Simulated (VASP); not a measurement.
All values below come from LDA (Ceperley-Alder, Perdew-Zunger), VASP's LDA PAW potentials (set 64) (plane waves; VASP).

Gaps are without spin-orbit coupling.

The volume per atom is 23.92 Å^3/atom. The band gap (over mesh and band path) is 1.05 eV and the smallest direct gap (over mesh and band path) comes out as 1.05 eV.

Which relaxed crystal gives these values?
(A) CdS, P6_3mc (186)
(B) CaO, Fm-3m (225)
(C) Ga2O3, R-3c (167)
(D) Mg3ZnO4, Cmmm (65)

A, CdS, P6_3mc (186)
